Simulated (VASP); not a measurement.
Input:

```
Ru
1.0
   -1.51649     1.51649     1.51649
    1.51649    -1.51649     1.51649
    1.51649     1.51649    -1.51649
Ru
1
Direct
  0.00000   0.00000   0.00000
```

All values below come from r2SCAN meta-GGA, VASP's PBE PAW potentials (set 64) (plane waves; VASP 6.6.1). Settings: 400 eV cut-off, 19×19×19 Γ-centred mesh, tetrahedra with Blöchl corrections, potentials Ru_pv.

Task: Give the energies of bands 4 to 9 at the high-symmetry points, in eV from the Fermi level.

Result: 
```json
[
 {"band": "4", "Γ": "-8.37", "H": "-6.56", "N": "-6.48", "P": "-4.00"},
 {"band": "5", "Γ": "-2.97", "H": "-6.56", "N": "-4.81", "P": "-4.00"},
 {"band": "6", "Γ": "-2.97", "H": "1.84", "N": "-0.11", "P": "-4.00"},
 {"band": "7", "Γ": "-2.97", "H": "1.84", "N": "0.41", "P": "0.51"},
 {"band": "8", "Γ": "-0.07", "H": "1.84", "N": "1.21", "P": "0.51"},
 {"band": "9", "Γ": "-0.07", "H": "8.44", "N": "2.47", "P": "8.44"}
]
```

It has no gap at this level: it comes out as a metal or semimetal.

The structure was generated: Ru was put into the bcc type (Im-3m), which need not be its known phase. It was relaxed first.
